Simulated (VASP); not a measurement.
A convergence study with VASP on InAs (zinc blende): one setting is varied, all else stays as given below, so the limit is that of these other settings. Each run relaxes cell and ions from the cell shown.

```xyz
2
Lattice="0.0000 3.0300 3.0300 3.0300 0.0000 3.0300 3.0300 3.0300 0.0000" Properties=species:S:1:pos:R:3 pbc="T T T"
In     0.0000     0.0000     0.0000
As     1.5150     1.5150     1.5150
```

Level of theory: PBE GGA, VASP's PBE PAW potentials (set 64) (plane waves; VASP). The tightest run used: 550 eV cut-off, 12×12×12 Γ-centred mesh, Gaussian smearing of 0.050 eV, potentials In_d As.

The settings run are 2×2×2 mesh; 3×3×3 mesh; 4×4×4 mesh; 5×5×5 mesh; 6×6×6 mesh; 8×8×8 mesh; 9×9×9 mesh; 10×10×10 mesh; 11×11×11 mesh; 12×12×12 mesh. From which on does the relaxed volume stay within 0.02 Å³/atom of the tightest run?

From 8×8×8 mesh on: it is off by 0.007 there and by no more than 0.02 in any finer run, while 6×6×6 mesh is off by 0.038.
```csv
setting,relaxed volume (Å³/atom),E (eV/atom),irreducible k-points,difference judged (Å³/atom)
2×2×2 mesh,34.187,-3.0493,3,4.570
3×3×3 mesh,30.589,-3.6549,4,0.973
4×4×4 mesh,29.907,-3.7973,8,0.290
5×5×5 mesh,29.716,-3.8375,10,0.100
6×6×6 mesh,29.654,-3.8508,16,0.038
8×8×8 mesh,29.623,-3.8578,29,0.007
9×9×9 mesh,29.620,-3.8587,35,0.003
10×10×10 mesh,29.618,-3.8591,47,0.002
11×11×11 mesh,29.617,-3.8593,56,0.000
12×12×12 mesh,29.616,-3.8594,72,0.000
```

Left out are rungs that failed or repeat a setting and relaxations that didn't move; long series are thinned to 24 rows.

The compound is InAs in the zinc blende structure.
